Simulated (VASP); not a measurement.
# Na6BN (Fm-3m) in VASP: notebook

The runs below take Na6BN through single point, relaxation of cell and atoms, with PBE.

Everything below comes from runs of VASP 6.6.1. Logs are shortened: lines on timing, memory, paths and dates and some standing lists are left out, and cuts for length are marked.

**1. The cell of the first run**

It takes space group Fm-3m (No. 225, cubic). The conventional cell has a = 10.008 Å, b = 10.008 Å, c = 10.008 Å, α = 90.00°, β = 90.00°, γ = 90.00°. Na (site symmetry 4mm) is surrounded by 1 N at 2.35 Å and 1 B at 2.65 Å. B (site symmetry m-3m) has 6 Na at 2.65 Å as nearest neighbours. N (site symmetry m-3m) is surrounded by 6 Na at 2.35 Å.

The cell was built by a generator and needn't be a form met in nature.

**2. Single point, PBE (species swapped into the ZrCrF6 type (Fm-3m, No. 225))**

File INCAR:

```
SYSTEM = Na6BN
PREC = Accurate
ENCUT = 520
EDIFF = 1E-7
ISMEAR = 0
SIGMA = 0.1
LREAL = .FALSE.
LASPH = .TRUE.
NELM = 100
ALGO = Normal
ISIF = 2
LWAVE = .FALSE.
LCHARG = .TRUE.
GGA = PE
LELF = .TRUE.
LVHAR = .TRUE.
NBANDS = 35
```

File KPOINTS:

```
Automatic mesh
0
G
  4 4 4
  0 0 0
```

File POSCAR:

```
Na6BN
1.0
    0.0000000000      5.0041065479      5.0041065479
    5.0041065479      0.0000000000      5.0041065479
    5.0041065479      5.0041065479      0.0000000000
Na B N
6 1 1
Direct
    0.7349548263      0.2650451737      0.7349548263
    0.2650451737      0.2650451737      0.7349548263
    0.2650451737      0.7349548263      0.2650451737
    0.2650451737      0.7349548263      0.7349548263
    0.7349548263      0.2650451737      0.2650451737
    0.7349548263      0.7349548263      0.2650451737
    0.0000000000      0.0000000000      0.0000000000
    0.5000000000      0.5000000000      0.5000000000
```

Potentials or basis: VASP PAW PBE potentials, release 64 (Na_pv, B, N).

The run is started by

```sh
> cat potpaw_PBE.64/Na_pv/POTCAR potpaw_PBE.64/B/POTCAR potpaw_PBE.64/N/POTCAR > POTCAR
> mpirun -np 1 vasp_std > vasp.out
```

OUTCAR:

```text
SYSTEM = Na6BN
   PREC = Accurate
   ENCUT = 520
   EDIFF = 1E-7
   ISMEAR = 0
   LREAL = .FALSE.
   LASPH = .TRUE.
   NELM = 100
   ISIF = 2
   GGA = PE

 ion  position               nearest neighbor table
   1  0.735  0.265  0.735-
   2  0.265  0.265  0.735-
   3  0.265  0.735  0.265-
   4  0.265  0.735  0.735-
   5  0.735  0.265  0.265-
   6  0.735  0.735  0.265-
   7  0.000  0.000  0.000-
   8  0.500  0.500  0.500-

  LATTYP: Found a face centered cubic cell.
 ALAT       =    10.0082130958

  Lattice vectors:

 A1 = (   0.0000000000,   5.0041065479,   5.0041065479)
 A2 = (   5.0041065479,   0.0000000000,   5.0041065479)
 A3 = (   5.0041065479,   5.0041065479,   0.0000000000)

Analysis of symmetry for initial positions (statically):
=====================================================================
 Subroutine PRICEL returns:
 Original cell was already a primitive cell.

 Routine SETGRP: Setting up the symmetry group for a
 face centered cubic supercell.

 Subroutine GETGRP returns: Found 48 space group operations
 (whereof 48 operations were pure point group operations)
 out of a pool of 48 trial point group operations.

The static configuration has the point symmetry O_h .

Analysis of symmetry for dynamics (positions and initial velocities):
=====================================================================
 Subroutine PRICEL returns:
 Original cell was already a primitive cell.

 Routine SETGRP: Setting up the symmetry group for a
 face centered cubic supercell.

 Subroutine GETGRP returns: Found 48 space group operations
 (whereof 48 operations were pure point group operations)
 out of a pool of 48 trial point group operations.

The dynamic configuration has the point symmetry O_h .

 Subroutine INISYM returns: Found 48 space group operations
 (whereof 48 operations are pure point group operations),
 and found     1 'primitive' translations

----------------------------------------------------------------------------------------

                                     Primitive cell

  volume of cell :     250.6165

  direct lattice vectors                    reciprocal lattice vectors
     0.000000000  5.004106548  5.004106548    -0.099917936  0.099917936  0.099917936
     5.004106548  0.000000000  5.004106548     0.099917936 -0.099917936  0.099917936
     5.004106548  5.004106548  0.000000000     0.099917936  0.099917936 -0.099917936

  length of vectors
     7.076875348  7.076875348  7.076875348     0.173062943  0.173062943  0.173062943

  position of ions in fractional coordinates (direct lattice)
     0.734954826  0.265045174  0.734954826
     0.265045174  0.265045174  0.734954826
     0.265045174  0.734954826  0.265045174
     0.265045174  0.734954826  0.734954826
     0.734954826  0.265045174  0.265045174
     0.734954826  0.734954826  0.265045174
     0.000000000  0.000000000  0.000000000
     0.500000000  0.500000000  0.500000000

  ion indices of the primitive-cell ions
   primitive index   ion index
                 1           1
                 2           2
                 3           3
                 4           4
                 5           5
                 6           6
                 7           7
                 8           8

----------------------------------------------------------------------------------------

 KPOINTS: Automatic mesh

Automatic generation of k-mesh.
 Grid dimensions read from file:
 generate k-points for:    4    4    4

 Generating k-lattice:

  Cartesian coordinates                     Fractional coordinates (reciprocal lattice)
    -0.024979484  0.024979484  0.024979484     0.250000000  0.000000000  0.000000000
     0.024979484 -0.024979484  0.024979484     0.000000000  0.250000000  0.000000000
     0.024979484  0.024979484 -0.024979484     0.000000000  0.000000000  0.250000000

  Length of vectors
     0.043265736  0.043265736  0.043265736

  Shift w.r.t. Gamma in fractional coordinates (k-lattice)
     0.000000000  0.000000000  0.000000000

 Subroutine IBZKPT returns following result:
 ===========================================

 Found      8 irreducible k-points:

 Following reciprocal coordinates:
            Coordinates               Weight
  0.000000  0.000000  0.000000      1.000000
  0.250000  0.000000  0.000000      8.000000
  0.500000  0.000000  0.000000      4.000000
  0.250000  0.250000  0.000000      6.000000
  0.500000  0.250000  0.000000     24.000000
 -0.250000  0.250000  0.000000     12.000000
  0.500000  0.500000  0.000000      3.000000
 -0.250000  0.500000  0.250000      6.000000
   k-points           NKPTS =      8   k-points in BZ     NKDIM =      8   number of bands    NBANDS=     35
   number of dos      NEDOS =    301   number of ions     NIONS =      8
   total plane-waves  NPLWV = 157464
   dimension x,y,z NGX =    54 NGY =   54 NGZ =   54
   dimension x,y,z NGXF=   108 NGYF=  108 NGZF=  108
   ions per type =               6   1   1
[... 57 lines left out ...]
  ---------------------------------------------------
  free energy    TOTEN  =       -18.33326781 eV

  energy without entropy =      -18.23953772  energy(sigma->0) =      -18.28640277

 E-fermi :  -0.2800     XC(G=0):  -6.3961

 val. band max:       -0.2939268539   @ k =  -0.2500   0.5000   0.2500
 cond. band min:      -0.2729317763   @ k =  -0.2500   0.2500   0.0000
 fundamental gap:      0.0209950776
 Fermi energy:        -0.2800351427

 k-point     1 :       0.0000    0.0000    0.0000
  band No.  band energies     occupation
      1     -24.0564      2.00000
      2     -24.0564      2.00000
      3     -24.0564      2.00000
      4     -24.0432      2.00000
      5     -24.0432      2.00000
      6     -24.0432      2.00000
[... 27 lines left out ...]
     34       4.9039      0.00000
     35       4.9040      0.00000

 k-point     2 :       0.2500    0.0000    0.0000
  band No.  band energies     occupation
      1     -24.0546      2.00000
      2     -24.0539      2.00000
      3     -24.0539      2.00000
      4     -24.0443      2.00000
      5     -24.0413      2.00000
      6     -24.0413      2.00000
[... 27 lines left out ...]
     34       4.4081      0.00000
     35       5.2839      0.00000

 k-point     3 :       0.5000    0.0000    0.0000
  band No.  band energies     occupation
      1     -24.0524      2.00000
      2     -24.0506      2.00000
      3     -24.0506      2.00000
      4     -24.0460      2.00000
      5     -24.0409      2.00000
      6     -24.0409      2.00000
[... 27 lines left out ...]
     34       4.0301      0.00000
     35       5.5174      0.00000

 k-point     4 :       0.2500    0.2500    0.0000
  band No.  band energies     occupation
      1     -24.0564      2.00000
      2     -24.0519      2.00000
      3     -24.0519      2.00000
      4     -24.0420      2.00000
      5     -24.0416      2.00000
      6     -24.0416      2.00000
[... 27 lines left out ...]
     34       4.7743      0.00000
     35       4.9878      0.00000

 k-point     5 :       0.5000    0.2500    0.0000
  band No.  band energies     occupation
      1     -24.0543      2.00000
      2     -24.0493      2.00000
      3     -24.0484      2.00000
      4     -24.0430      2.00000
      5     -24.0398      2.00000
      6     -24.0397      2.00000
[... 27 lines left out ...]
     34       4.6503      0.00000
     35       5.3064      0.00000

 k-point     6 :      -0.2500    0.2500    0.0000
  band No.  band energies     occupation
      1     -24.0526      2.00000
      2     -24.0513      2.00000
      3     -24.0513      2.00000
      4     -24.0440      2.00000
      5     -24.0406      2.00000
      6     -24.0389      2.00000
[... 27 lines left out ...]
     34       4.8422      0.00000
     35       5.2615      0.00000

 k-point     7 :       0.5000    0.5000    0.0000
  band No.  band energies     occupation
      1     -24.0565      2.00000
      2     -24.0456      2.00000
      3     -24.0456      2.00000
      4     -24.0408      2.00000
      5     -24.0398      2.00000
      6     -24.0398      2.00000
[... 27 lines left out ...]
     34       4.7603      0.00000
     35       4.8395      0.00000

 k-point     8 :      -0.2500    0.5000    0.2500
  band No.  band energies     occupation
      1     -24.0521      2.00000
      2     -24.0521      2.00000
      3     -24.0455      2.00000
      4     -24.0398      2.00000
      5     -24.0397      2.00000
      6     -24.0397      2.00000
[... 27 lines left out ...]
     34       5.1530      0.00000
     35       5.1864      0.00000

------------------------ aborting loop because EDIFF is reached ----------------------------------------

  FORCE on cell =-STRESS in cart. coord.  units (eV):
  Direction    XX          YY          ZZ          XY          YZ          ZX
  --------------------------------------------------------------------------------------
  -------------------------------------------------------------------------------------
  Total        0.2226785      0.2226785      0.2226785      0.0000000     -0.0000000     -0.0000000
  in kB        1.4235715      1.4235715      1.4235715      0.0000000     -0.0000000     -0.0000000
  external PRESSURE =       1.4235715 kB  Pullay stress =       0.0000000 kB

 VOLUME and BASIS-vectors are now :
 -----------------------------------------------------------------------------
  energy-cutoff  :      520.00
  volume of cell :      250.62
      direct lattice vectors                 reciprocal lattice vectors
     0.000000000  5.004106548  5.004106548    -0.099917936  0.099917936  0.099917936
     5.004106548  0.000000000  5.004106548     0.099917936 -0.099917936  0.099917936
     5.004106548  5.004106548  0.000000000     0.099917936  0.099917936 -0.099917936

 POSITION                                       TOTAL-FORCE (eV/Angst)
 -----------------------------------------------------------------------------------
      5.00411      7.35558      5.00411        -0.000000      0.008135     -0.000000
      5.00411      5.00411      2.65263        -0.000000     -0.000000     -0.008135
      5.00411      2.65263      5.00411        -0.000000     -0.008135     -0.000000
      7.35558      5.00411      5.00411         0.008135     -0.000000     -0.000000
      2.65263      5.00411      5.00411        -0.008135     -0.000000     -0.000000
      5.00411      5.00411      7.35558        -0.000000     -0.000000      0.008135
      0.00000      0.00000      0.00000        -0.000000     -0.000000     -0.000000
      5.00411      5.00411      5.00411        -0.000000      0.000000     -0.000000
 -----------------------------------------------------------------------------------
    total drift:                                0.000000      0.000000      0.000000

  FREE ENERGIE OF THE ION-ELECTRON SYSTEM (eV)
  ---------------------------------------------------
  free  energy   TOTEN  =       -18.3332678106 eV

  energy  without entropy=      -18.2395377231  energy(sigma->0) =      -18.28640277
```

Run time: 89 s. Hardware: 1 thread of Intel Xeon Platinum 8488C (Sapphire Rapids), shared host; peak memory 0.41 GiB.

Results:

```yaml
Free_energy: -18.3333 eV
Pressure: 0.1 GPa
Largest_force: 0.008 eV/Å
Band_gap_on_the_k_mesh: none (metal or under the smearing width)
```

Forces on the atoms (eV/Å):
```
Na   0.000  0.008  0.000
Na   0.000  0.000 -0.008
Na   0.000 -0.008  0.000
Na   0.008  0.000  0.000
Na  -0.008  0.000  0.000
Na   0.000  0.000  0.008
B    0.000  0.000  0.000
N    0.000  0.000  0.000
```

**3. Relaxation of cell and atoms, PBE (species swapped into the ZrCrF6 type (Fm-3m, No. 225))**

File INCAR:

```
ALGO     = Fast           # electronic algorithm
EDIFF    = 1E-6           # SCF threshold, eV
EDIFFG   = -0.04          # ionic threshold
ENCUT    = 600            # plane-wave cutoff, eV
GGA      = PE             # functional
IBRION   = 2              # ionic algorithm
ISIF     = 3              # what is computed and relaxed
ISMEAR   = 0              # smearing method
LASPH    = True           # aspherical terms in the spheres
LCHARG   = False          # write CHGCAR
LREAL    = False          # projectors in reciprocal space
LWAVE    = False          # write WAVECAR
NELM     = 100            # most SCF steps
NSW      = 90             # ionic steps
PREC     = Accurate       # precision mode
SIGMA    = 0.1            # smearing width, eV
```

File KPOINTS:

```
k-points
0
Gamma
  4 4 4
```

File POSCAR:

```
Na6BN
1.0
    0.0000000000      4.5452054300      4.5452054300
    4.5452054300      0.0000000000      4.5452054300
    4.5452054300      4.5452054300      0.0000000000
Na B N
6 1 1
Direct
    0.7456510100      0.2543489900      0.7456510100
    0.2543489900      0.2543489900      0.7456510100
    0.2543489900      0.7456510100      0.2543489900
    0.2543489900      0.7456510100      0.7456510100
    0.7456510100      0.2543489900      0.2543489900
    0.7456510100      0.7456510100      0.2543489900
    0.0000000000      0.0000000000      0.0000000000
    0.5000000000      0.5000000000      0.5000000000
```

Potentials or basis: VASP PAW PBE potentials, release 64 (Na_pv, B, N).

The run is started by

```sh
> cat potpaw_PBE.64/Na_pv/POTCAR potpaw_PBE.64/B/POTCAR potpaw_PBE.64/N/POTCAR > POTCAR
> mpirun -np 1 vasp_std > vasp.out
```

It took 6 min on 1 thread of Intel Xeon Platinum 8488C (Sapphire Rapids), shared host; peak memory 0.43 GiB.

Results (log left out):

```yaml
Free_energy: -18.3261 eV
Relaxed_volume: 31.29 Å³/atom
Relaxed_cell: a = 7.074 Å, b = 7.074 Å, c = 7.074 Å, α = 60.00°, β = 60.00°, γ = 60.00°
Space_group_after_relaxing_to_0.05_Å: Fm-3m (No. 225)
Energy_gained_by_relaxing: 170.8 meV/atom
Ionic_steps: 8
Pressure_after_relaxing: 0.1 GPa
Largest_force_after_relaxing: 0.004 eV/Å
Band_gap_on_the_k_mesh: none (metal or under the smearing width)
```

Forces in eV/Å, atoms in the order of the input:
```
Na   0.000 -0.004  0.000
Na   0.000  0.000  0.004
Na   0.000  0.004  0.000
Na  -0.004  0.000  0.000
Na   0.004  0.000  0.000
Na   0.000  0.000 -0.004
B    0.000  0.000  0.000
N    0.000  0.000  0.000
```

The path:
```tsv
step	energy change (eV)	largest force (eV/Å)	pressure (GPa)	volume (Å³)
1	0.0000	0.6698	7.79	187.80
2	-1.0841	0.3504	2.43	220.57
3	-1.3149	0.2524	0.53	242.31
4	-1.3385	0.2253	-0.09	251.69
5	-1.3389	0.2219	-0.19	253.09
6	-1.3545	0.1509	-0.07	252.15
7	-1.3660	0.0431	0.04	250.77
8	-1.3667	0.0039	0.11	250.30
```

Final structure:
```cif
data_structure
_symmetry_space_group_name_H-M 'P 1'
_symmetry_Int_Tables_number 1
_cell_length_a 7.0739
_cell_length_b 7.0739
_cell_length_c 7.0739
_cell_angle_alpha 60.000
_cell_angle_beta 60.000
_cell_angle_gamma 60.000
_cell_volume 250.30
loop_
_atom_site_label
_atom_site_type_symbol
_atom_site_fract_x
_atom_site_fract_y
_atom_site_fract_z
_atom_site_occupancy
Na1 Na 0.73521 0.26479 0.73521 1
Na2 Na 0.26479 0.26479 0.73521 1
Na3 Na 0.26479 0.73521 0.26479 1
Na4 Na 0.26479 0.73521 0.73521 1
Na5 Na 0.73521 0.26479 0.26479 1
Na6 Na 0.73521 0.73521 0.26479 1
B1 B 0.00000 0.00000 0.00000 1
N1 N 0.50000 0.50000 0.50000 1
```

Levels at points of the mesh, in eV from the Fermi level:
```
           k point  band 20  band 21  band 22  band 23  band 24  band 25  band 26  band 27  band 28  band 29
(0.00, 0.00, 0.00)    -5.24    -0.94    -0.94    -0.94    -0.36     0.14     0.14     0.14     2.31     2.31
(0.50, 0.00, 0.00)    -5.20    -1.13    -0.95    -0.91    -0.91    -0.09    -0.09     1.18     2.00     3.03
(0.50, 0.50, 0.00)    -5.17    -1.57    -1.15    -1.15    -0.03     0.08     0.08     1.20     1.36     2.29
```

Caveat: the volume moved by over 15 % at a fixed basis, so the end points are rough.

**4. Single point, PBE (species swapped into the ZrCrF6 type (Fm-3m, No. 225))**

File INCAR:

```
SYSTEM = Na6BN
PREC     = Accurate       ! precision mode
ENCUT    = 520            ! plane-wave cutoff, eV
EDIFF    = 1E-6           ! SCF threshold, eV
ISMEAR   = 0              ! smearing method
SIGMA    = 0.1            ! smearing width, eV
LREAL    = .False.        ! projectors in reciprocal space
LASPH    = .True.         ! aspherical terms in the spheres
NELM     = 80             ! most SCF steps
ALGO     = Fast           ! electronic algorithm
ISIF     = 2              ! what is computed and relaxed
LWAVE    = .False.        ! write WAVECAR
LCHARG   = .True.         ! write CHGCAR
GGA      = PE             ! functional
LELF     = .True.         ! ELF
LVHAR    = .True.       
NBANDS   = 35             ! bands
```

File KPOINTS:

```
regular mesh
0
Gamma
  8 8 8
  0 0 0
```

File POSCAR:

```
Na6BN
1.0
    0.0000000000      5.0158609588      5.0158609588
    5.0158609588      0.0000000000      5.0158609588
    5.0158609588      5.0158609588      0.0000000000
Na B N
6 1 1
Direct
    0.7345886769      0.2654113231      0.7345886769
    0.2654113231      0.2654113231      0.7345886769
    0.2654113231      0.7345886769      0.2654113231
    0.2654113231      0.7345886769      0.7345886769
    0.7345886769      0.2654113231      0.2654113231
    0.7345886769      0.7345886769      0.2654113231
    0.0000000000      0.0000000000      0.0000000000
    0.5000000000      0.5000000000      0.5000000000
```

The run is started by

```sh
> cat potpaw_PBE.64/Na_pv/POTCAR potpaw_PBE.64/B/POTCAR potpaw_PBE.64/N/POTCAR > POTCAR
> mpirun -np 1 vasp_std > vasp.out
```

Wall time 8.3 min (1 thread of Intel Xeon Platinum 8559C (Emerald Rapids), shared host); peak memory 0.52 GiB.

It converged, with:

```yaml
Free_energy: -18.3302 eV
Pressure: 0.0 GPa
Largest_force: 0.021 eV/Å
Band_gap_on_the_k_mesh: none (metal or under the smearing width)
```

Forces in eV/Å, atoms in the order of the input:
```
Na   0.000  0.021  0.000
Na   0.000  0.000 -0.021
Na   0.000 -0.021  0.000
Na   0.021  0.000  0.000
Na  -0.021  0.000  0.000
Na   0.000  0.000  0.021
B    0.000  0.000  0.000
N    0.000  0.000  0.000
```

Levels at points of the mesh, in eV from the Fermi level:
```tsv
k point	band 21	band 22	band 23	band 24	band 25	band 26	band 27	band 28	band 29	band 30
(0.00, 0.00, 0.00)	-0.93	-0.93	-0.93	-0.37	0.14	0.14	0.14	2.30	2.30	2.30
(0.50, 0.00, 0.00)	-1.12	-0.94	-0.91	-0.91	-0.08	-0.08	1.17	1.99	3.02	3.02
(0.50, 0.50, 0.00)	-1.56	-1.14	-1.14	-0.03	0.08	0.08	1.20	1.34	2.28	3.37
```

**5. Overview**

| task | cell | k mesh | cutoff (eV) | gap on the mesh (eV) | pressure (GPa) | largest force (eV/Å) |
| --- | --- | --- | --- | --- | --- | --- |
| single point | species swapped into the ZrCrF6 type (Fm-3m, No. 225) | 4 × 4 × 4 | 520 | none | 0.1 | 0.01 |
| relaxation of cell and atoms | relaxed from: species swapped into the ZrCrF6 type (Fm-3m, No. 225) | 4 × 4 × 4 | 600 | none | 0.1 | - |
| single point | species swapped into the ZrCrF6 type (Fm-3m, No. 225) | 8 × 8 × 8 | 520 | none | 0.0 | 0.02 |

Alike in all rows: level PBE; potentials or basis VASP PAW PBE potentials, release 64 (Na_pv, B, N); no spin polarisation; smearing gaussian 0.1 eV.

Caveats: the volume moved by over 15 % at a fixed basis, so the end points are rough (some runs).

Total energies depend on the potentials used, so only differences within one code and one set of settings carry meaning.
